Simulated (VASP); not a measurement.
Output of a VASP run:

### OSZICAR
```
       N       E                     dE             d eps       ncg     rms          rms(c)
DAV:   1     0.500481262153E+03    0.50048E+03   -0.21640E+04  8696   0.130E+03
DAV:   2    -0.182281168799E+02   -0.51871E+03   -0.50190E+03  8736   0.460E+02
DAV:   3    -0.470421808023E+02   -0.28814E+02   -0.27364E+02 10408   0.110E+02
DAV:   4    -0.478466093540E+02   -0.80443E+00   -0.79677E+00 10028   0.170E+01
DAV:   5    -0.478681825031E+02   -0.21573E-01   -0.21537E-01 12098   0.271E+00    0.387E+01
DAV:   6    -0.569746688782E+02   -0.91065E+01   -0.81490E+01 10898   0.640E+01    0.393E+01
DAV:   7    -0.458392826432E+02    0.11135E+02   -0.11900E+02 11476   0.551E+01    0.151E+01
DAV:   8    -0.445604679300E+02    0.12788E+01   -0.48079E+00 10154   0.143E+01    0.654E+00
DAV:   9    -0.447584992758E+02   -0.19803E+00   -0.22169E+00 11192   0.990E+00    0.753E+00
DAV:  10    -0.444689628228E+02    0.28954E+00   -0.13332E+00 11202   0.653E+00    0.262E+00
DAV:  11    -0.444423714768E+02    0.26591E-01   -0.13030E-01 10568   0.240E+00    0.119E+00
DAV:  12    -0.444420560225E+02    0.31545E-03   -0.47576E-03 10072   0.509E-01    0.191E-01
DAV:  13    -0.444420035973E+02    0.52425E-04   -0.15318E-03 10032   0.263E-01    0.683E-02
DAV:  14    -0.444420186557E+02   -0.15058E-04   -0.10365E-04 11042   0.708E-02    0.333E-02
DAV:  15    -0.444420220906E+02   -0.34349E-05   -0.10907E-05 10578   0.181E-02    0.194E-02
DAV:  16    -0.444420193387E+02    0.27519E-05   -0.54984E-06  8528   0.182E-02    0.656E-03
DAV:  17    -0.444420188738E+02    0.46494E-06   -0.75005E-07  4634   0.583E-03
   1 F= -.44442019E+02 E0= -.44392607E+02  d E =-.988240E-01  mag=    -0.0001
```

### OUTCAR
```
------------------------ aborting loop because EDIFF is reached ----------------------------------------
  FORCE on cell =-STRESS in cart. coord.  units (eV):
  Direction    XX          YY          ZZ          XY          YZ          ZX
  --------------------------------------------------------------------------------------
  Total       -3.1113083     -3.2271459     -3.1167445     -0.3101012      0.1324362     -0.1995060
  in kB      -85.6804925    -88.8704750    -85.8301961     -8.5396945      3.6470831     -5.4940775
  external PRESSURE =     -86.7937212 kB  Pullay stress =       0.0000000 kB
  volume of cell :       58.18
      direct lattice vectors                 reciprocal lattice vectors
     0.000000000  3.075487000  3.075487000    -0.162575878  0.162575878  0.162575878
     3.075487000  0.000000000  3.075487000     0.162575878 -0.162575878  0.162575878
     3.075487000  3.075487000  0.000000000     0.162575878  0.162575878 -0.162575878
 POSITION                                       TOTAL-FORCE (eV/Angst)
 -----------------------------------------------------------------------------------
      4.61546      4.64395      4.58395        -0.265503     -0.333933      0.146490
      3.13647      3.08149      3.13405        -0.663865     -0.180225     -0.573834
      3.06397      6.11461      3.05432         0.078738      0.638975      0.465443
      1.48604      1.53738      1.52963         0.850630     -0.124817     -0.038098
 -----------------------------------------------------------------------------------
    total drift:                                0.000151      0.000141      0.000395
  FREE ENERGIE OF THE ION-ELECTRON SYSTEM (eV)
  ---------------------------------------------------
  free  energy   TOTEN  =       -44.4420188738 eV

  energy  without entropy=      -44.3431949155  energy(sigma->0) =      -44.39260689

 total charge

# of ion       s       p       d       tot
------------------------------------------
    1        0.375   6.344   4.105  10.824
    2        0.377   6.345   4.109  10.831
    3        2.430   6.312   3.369  12.110
    4        2.430   6.311   3.373  12.114
--------------------------------------------------
tot          5.611  25.311  14.956  45.879

 magnetization (x)

# of ion       s       p       d       tot
------------------------------------------
    1       -0.000  -0.000  -0.011  -0.012
    2        0.000   0.000   0.011   0.011
    3        0.000  -0.000   0.003   0.003
    4       -0.000   0.000  -0.003  -0.003
--------------------------------------------------
tot          0.000   0.000  -0.000  -0.000
```
(Selected blocks of OUTCAR.)

**POSCAR**
```
CrW
1
    0.0000000000     3.0754870000     3.0754870000
    3.0754870000     0.0000000000     3.0754870000
    3.0754870000     3.0754870000     0.0000000000
Cr W
2 2
Direct
  0.7498720000   0.7406080000   0.7601180000
  0.5005820000   0.5184590000   0.5013710000
 -0.0074800000   0.0005990000  -0.0043440000
  0.2570260000   0.2403350000   0.2428550000
```

Q: Reconstruct the remaining input files.

A: This is not unique; one that fits is the input of the run itself, PBE GGA, plane waves, VASP's PBE PAW potentials (set 64).

INCAR:
```
! general
SYSTEM  = CrW
PREC    = Accurate
ENCUT   = 300
LREAL   = .FALSE.
LASPH   = .TRUE.

! electronic loop
EDIFF   = 1E-6
NELM    = 100
ALGO    = Normal
LMAXMIX = 6

! smearing
ISMEAR  = -1
SIGMA   = 0.1

! functional
GGA     = PE

! spin
ISPIN   = 2
MAGMOM  = 2*3.0 2*0.0

! ions
ISIF    = 2

! output
LWAVE   = .FALSE.
LCHARG  = .FALSE.
LORBIT  = 11
```

KPOINTS:
```
Regular mesh
0
Gamma
  5 5 5
```

POTCAR, in this order: Cr_pv W_sv (PBE.64 set). Program: vasp_std.

At this cut-off the stress carries a Pulay error, which pulls relaxed volumes low. The moments were started parallel, and other spin orders were not tried in this run.

The structure was generated: CrW was put into an ordered model structure, which need not be its known phase. The cell was not relaxed at this level, atoms are displaced from their ideal sites. The k-mesh is coarse (spacing up to 0.35 per Å, 2π included), so the numbers may not be converged in it.
